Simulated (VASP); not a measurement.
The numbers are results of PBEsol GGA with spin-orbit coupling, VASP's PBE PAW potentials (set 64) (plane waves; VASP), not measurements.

Input for VASP

### KPOINTS
```
Automatic mesh
0
gamma
 11 11 4
```

### INCAR
```
GGA_COMPAT = .False.
PREC = Accurate
MAGMOM = 12*0
SYSTEM = TaSi
EDIFF = 1E-6   ! SCF stop (eV)
ALGO = Normal   ! blocked Davidson
LASPH = .True.
ISMEAR = 0   ! Gaussian
GGA = PS
SIGMA = 0.05   ! width (eV)
LWAVE = .False.
LREAL = .False.   ! projection in real space or not
NELM = 100   ! most electronic steps
ENCUT = 400
LCHARG = .False.
LSORBIT = .True.
LMAXMIX = 6   ! l cut-off of mixed one-centre charges
```

**POSCAR**
```
TaSi
1
    3.0028343319    -0.0000001496    -0.0000000000
   -1.5014169340     2.6005308013     0.0000000000
    0.0000000000     0.0000000000     7.9954098932
Ta Si
2 2
Direct
  0.0000000000   0.0000000000   0.0000000000
  0.0000000000   0.0000000000   0.5000000000
  0.3333330000   0.6666670000   0.2500000000
  0.6666670000   0.3333330000   0.7500000000
```

KPOINTS_OPT:
```
k-points along high-symmetry lines
5
Line-mode
Reciprocal
  0.000000   0.000000   0.000000 ! GAMMA
  0.500000   0.000000   0.000000 ! M

  0.500000   0.000000   0.000000 ! M
  0.333333   0.333333   0.000000 ! K

  0.333333   0.333333   0.000000 ! K
  0.000000   0.000000   0.000000 ! GAMMA

  0.000000   0.000000   0.000000 ! GAMMA
  0.000000   0.000000   0.500000 ! A

  0.000000   0.000000   0.500000 ! A
  0.500000   0.000000   0.500000 ! L

  0.500000   0.000000   0.500000 ! L
  0.333333   0.333333   0.500000 ! H

  0.333333   0.333333   0.500000 ! H
  0.000000   0.000000   0.500000 ! A

  0.500000   0.000000   0.500000 ! L
  0.500000   0.000000   0.000000 ! M

  0.333333   0.333333   0.500000 ! H
  0.333333   0.333333   0.000000 ! K
```

POTCAR, in this order: Ta_pv Si (PBE.64 set). Program: vasp_ncl.

Problem. Estimate the energy per atom (σ→0), band gap (over mesh and band path).

Solution. 
| Quantity | Value |
|---|---|
| energy per atom (σ→0) | -9853 meV/atom |
| band gap (over mesh and band path) | none (metal, semimetal or under 0.01 eV) |

OSZICAR:
```
...
DAV:   7    -0.394228339555E+02    0.23472E+00   -0.55286E-01  4336   0.553E+00    0.249E+00
DAV:   8    -0.394139133312E+02    0.89206E-02   -0.40287E-02  4668   0.126E+00    0.707E-01
DAV:   9    -0.394128369403E+02    0.10764E-02   -0.12564E-03  4424   0.278E-01    0.249E-01
DAV:  10    -0.394121981552E+02    0.63879E-03   -0.11754E-03  4362   0.306E-01    0.732E-02
DAV:  11    -0.394121970375E+02    0.11178E-05   -0.81982E-05  4586   0.664E-02    0.387E-02
DAV:  12    -0.394121977226E+02   -0.68518E-06   -0.83915E-06  4390   0.249E-02
   1 F= -.39412198E+02 E0= -.39410665E+02  d E =-.306525E-02  mag=     0.0000     0.0000     0.0000
       N       E                     dE             ncg
```

The structure was generated: TaSi was put into the NiAs type (P6_3/mmc), which need not be its known phase. It was relaxed first, which changed the volume by -28 %.
